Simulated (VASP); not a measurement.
Computed with PBE GGA, VASP's PBE PAW potentials (set 64) (plane waves; VASP 6.6.1).

VASP ran on this input.

### KPOINTS
```
Automatic mesh
0
Gamma
5 5 5
0.5 0.5 0.5
```

POSCAR:
```
InP
1
    0.0000000000     3.0009780000     3.0009780000
    3.0009780000     0.0000000000     3.0009780000
    3.0009780000     3.0009780000     0.0000000000
In P
1 1
Direct
  0.0000000000   0.0000000000   0.0000000000
  0.2500000000   0.2500000000   0.2500000000
```

**INCAR**
```
# general
SYSTEM  = InP
PREC    = Accurate
ENCUT   = 210
LREAL   = .False.
LASPH   = .True.

# electronic loop
EDIFF   = 1E-6
NELM    = 100
ALGO    = Normal
LMAXMIX = 4

# smearing
ISMEAR  = 0
SIGMA   = 0.05

# functional
GGA     = PE

# ions
ISIF    = 2

# output
LWAVE   = .False.
LCHARG  = .False.
```

POTCAR, in this order: In_d P (PBE.64 set). Program: vasp_std.

Output of the run:

File OSZICAR:
```
       N       E                     dE             d eps       ncg     rms          rms(c)
DAV:   1     0.790528879725E+02    0.79053E+02   -0.55076E+03   507   0.718E+02
DAV:   2    -0.511399638143E+01   -0.84167E+02   -0.82365E+02   564   0.229E+02
DAV:   3    -0.868798561238E+01   -0.35740E+01   -0.35625E+01   619   0.534E+01
DAV:   4    -0.873895068112E+01   -0.50965E-01   -0.50956E-01   588   0.704E+00
DAV:   5    -0.874045203076E+01   -0.15013E-02   -0.15013E-02   599   0.104E+00    0.573E+00
DAV:   6    -0.836611525077E+01    0.37434E+00   -0.74300E-01   713   0.124E+01    0.361E+00
DAV:   7    -0.834567766290E+01    0.20438E-01   -0.17497E-01   612   0.320E+00    0.137E+00
DAV:   8    -0.834606706267E+01   -0.38940E-03   -0.14811E-02   587   0.144E+00    0.345E-01
DAV:   9    -0.834681440704E+01   -0.74734E-03   -0.21817E-03   599   0.578E-01    0.211E-01
DAV:  10    -0.834685324081E+01   -0.38834E-04   -0.15229E-04   593   0.937E-02    0.127E-01
DAV:  11    -0.834692180655E+01   -0.68566E-04   -0.85151E-05   544   0.617E-02    0.201E-02
DAV:  12    -0.834692552781E+01   -0.37213E-05   -0.21096E-05   609   0.696E-02    0.196E-02
DAV:  13    -0.834692580914E+01   -0.28132E-06   -0.14102E-06   387   0.933E-03
   1 F= -.83469258E+01 E0= -.83469258E+01  d E =-.251546E-16
```

**OUTCAR**
```
------------------------ aborting loop because EDIFF is reached ----------------------------------------
  FORCE on cell =-STRESS in cart. coord.  units (eV):
  Direction    XX          YY          ZZ          XY          YZ          ZX
  --------------------------------------------------------------------------------------
  Total       -2.4842702     -2.4842702     -2.4842702     -0.0000000      0.0000000     -0.0000000
  in kB      -73.6361339    -73.6361339    -73.6361339     -0.0000000      0.0000000     -0.0000000
  external PRESSURE =     -73.6361339 kB  Pullay stress =       0.0000000 kB
  volume of cell :       54.05
      direct lattice vectors                 reciprocal lattice vectors
     0.000000000  3.000978000  3.000978000    -0.166612351  0.166612351  0.166612351
     3.000978000  0.000000000  3.000978000     0.166612351 -0.166612351  0.166612351
     3.000978000  3.000978000  0.000000000     0.166612351  0.166612351 -0.166612351
  FREE ENERGIE OF THE ION-ELECTRON SYSTEM (eV)
  ---------------------------------------------------
  free  energy   TOTEN  =        -8.3469258091 eV

  energy  without entropy=       -8.3469258091  energy(sigma->0) =       -8.34692581
```
(Selected blocks of OUTCAR.)

At this cut-off the stress carries a Pulay error, which pulls relaxed volumes low.

The structure comes from a computed database's InP entry; how it stands against other phases isn't given here. The cell was not relaxed at this level. The run is one of a series of settings (ENCUT = 210 against the base run), some of them coarse on purpose.
